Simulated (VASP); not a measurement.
Data:

```yaml
crystal:
  lattice:
    - [2.38560, -4.13197, 0.00000]
    - [2.38560, 4.13197, 0.00000]
    - [0.00000, 0.00000, 7.79382]
  atoms:
    - { symbol: Ag, position: [0.66667, 0.33333, 0.50014] }
    - { symbol: Ag, position: [0.33333, 0.66667, 0.00014] }
    - { symbol: I, position: [0.66667, 0.33333, 0.87486] }
    - { symbol: I, position: [0.33333, 0.66667, 0.37486] }
```

All values below come from revPBE GGA, VASP's PBE PAW potentials (set 64) (plane waves; VASP 6.6.1). Numerical set-up: 520 eV cut-off, 5×5×3 Γ-centred mesh, Gaussian smearing of 0.050 eV, potentials Ag I.

Question: Estimate the energy per atom (σ→0).

Answer: 
```
Property                        Value
---------------------  --------------
energy per atom (σ→0)  -2.108 eV/atom
```

The absolute energy has meaning only against runs of the same code, potentials and settings.

The compound is AgI in the wurtzite structure. It was relaxed first, which changed the volume by +12 %. The start is the result of an earlier pass.
